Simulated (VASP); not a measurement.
Output of a VASP run:

OSZICAR:
```
       N       E                     dE             d eps       ncg     rms          rms(c)
DAV:   1     0.129944596106E+03    0.12994E+03   -0.98845E+03   560   0.165E+03
DAV:   2     0.795047698561E+01   -0.12199E+03   -0.11872E+03   596   0.373E+02
DAV:   3    -0.236965806644E+01   -0.10320E+02   -0.10277E+02   752   0.992E+01
DAV:   4    -0.262757213640E+01   -0.25791E+00   -0.25784E+00   660   0.171E+01
DAV:   5    -0.263942085604E+01   -0.11849E-01   -0.11849E-01   788   0.340E+00    0.520E+00
DAV:   6    -0.259652810867E+01    0.42893E-01   -0.11232E-01   706   0.264E+00    0.330E+00
DAV:   7    -0.259898695738E+01   -0.24588E-02   -0.48416E-02   668   0.132E+00    0.719E-01
DAV:   8    -0.259884926818E+01    0.13769E-03   -0.71801E-03   674   0.780E-01    0.182E-01
DAV:   9    -0.259899395269E+01   -0.14468E-03   -0.49165E-04   668   0.243E-01    0.366E-02
DAV:  10    -0.259899503888E+01   -0.10862E-05   -0.60029E-05   702   0.798E-02    0.160E-02
DAV:  11    -0.259900014266E+01   -0.51038E-05   -0.30503E-05   572   0.548E-02    0.174E-02
DAV:  12    -0.259899975234E+01    0.39032E-06   -0.25159E-06   686   0.163E-02    0.903E-03
DAV:  13    -0.259899931024E+01    0.44209E-06   -0.91088E-07   632   0.878E-03    0.585E-03
DAV:  14    -0.259899947811E+01   -0.16787E-06   -0.76464E-08   352   0.317E-03    0.179E-03
DAV:  15    -0.259899956118E+01   -0.83068E-07   -0.97660E-09   292   0.967E-04
   1 F= -.25989996E+01 E0= -.25989996E+01  d E =-.860642E-12
```

File OUTCAR:
```
------------------------ aborting loop because EDIFF is reached ----------------------------------------
  FORCE on cell =-STRESS in cart. coord.  units (eV):
  Direction    XX          YY          ZZ          XY          YZ          ZX
  --------------------------------------------------------------------------------------
  Total        1.1585853      1.1585853      1.1585853      0.0000000      0.0000000      0.0000000
  in kB       30.7565608     30.7565608     30.7565608      0.0000000      0.0000000      0.0000000
  external PRESSURE =      30.7565608 kB  Pullay stress =       0.0000000 kB
  volume of cell :       60.35
      direct lattice vectors                 reciprocal lattice vectors
     0.000000000  3.113318871  3.113318871    -0.160600318  0.160600318  0.160600318
     3.113318871  0.000000000  3.113318871     0.160600318 -0.160600318  0.160600318
     3.113318871  3.113318871  0.000000000     0.160600318  0.160600318 -0.160600318
 POSITION                                       TOTAL-FORCE (eV/Angst)
 -----------------------------------------------------------------------------------
      0.00000      0.00000      0.00000        -0.000000      0.000000     -0.000000
      3.11332      3.11332      3.11332         0.000000     -0.000000      0.000000
 -----------------------------------------------------------------------------------
    total drift:                               -0.000000      0.000000      0.000000
  FREE ENERGIE OF THE ION-ELECTRON SYSTEM (eV)
  ---------------------------------------------------
  free  energy   TOTEN  =        -2.5989995612 eV

  energy  without entropy=       -2.5989995612  energy(sigma->0) =       -2.59899956
```
(Selected blocks of OUTCAR.)

**POSCAR**
```
SnTe
1
    0.0000000000     3.1133188711     3.1133188711
    3.1133188711     0.0000000000     3.1133188711
    3.1133188711     3.1133188711     0.0000000000
Sn Te
1 1
Direct
  0.0000000000   0.0000000000   0.0000000000
  0.5000000000   0.5000000000   0.5000000000
```

Task: Write an INCAR and KPOINTS that could have produced this output.

Result: One answer among several that fit: the input of the run itself, optB86b-vdW, plane waves, VASP's PBE PAW potentials (set 64).

KPOINTS:
```
Automatic mesh
0
Gamma
7 7 7
0 0 0
```

**INCAR**
```
SYSTEM=SnTe
PREC=Accurate; ENCUT=520; LREAL=.FALSE.
LASPH=.TRUE.
EDIFF=1E-7; NELM=100; ALGO=Normal
LMAXMIX=4
ISMEAR=0; SIGMA=0.05
GGA=MK; LUSE_VDW=.TRUE.; AGGAC=0.0
PARAM1=0.1234; PARAM2=1.0
ISIF=2
LWAVE=.FALSE.; LCHARG=.FALSE.
```

POTCAR, in this order: Sn_d Te (PBE.64 set). Program: vasp_std.

The compound is SnTe in the rock salt structure, which distorts at low temperature. This cell is one point of a volume scan, at 0.94 of the reference volume.
